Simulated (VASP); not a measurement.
Input:

```
CELL_PARAMETERS angstrom
      2.72000     0.00000     0.00000
      0.00000     2.72000     0.00000
      0.00000     0.00000     3.71000
ATOMIC_POSITIONS crystal
  Fe 0.00000 0.00000 0.00000
  Pt 0.50000 0.50000 0.50000
```
Starting moments (μB, in the order of the record's atoms Fe Pt): 3.0 0.0.

These are PBE GGA + U (Dudarev), VASP's PBE PAW potentials (set 64) (plane waves; VASP) values and carry that method's errors. Settings: 400 eV cut-off, 12×12×9 Γ-centred mesh, first-order Methfessel-Paxton smearing of 0.10 eV, potentials Fe Pt, U − J: Fe 4.00 eV.

Give the stress tensor in GPa (positive for a compressed cell).

```
14.91   0.00   0.00
 0.00  14.91   0.00
 0.00   0.00  14.55
```
The pressure is its mean diagonal, 14.79 GPa.

The compound is FePt in the L1_0 structure. The cell was not relaxed at this level. The run is one of a series of settings (LDAU = .TRUE., LDAUJ = 0 0, LDAUL = 2 -1, LDAUTYPE = 2, LDAUU = 4.0 0 against the base run), some of them coarse on purpose.
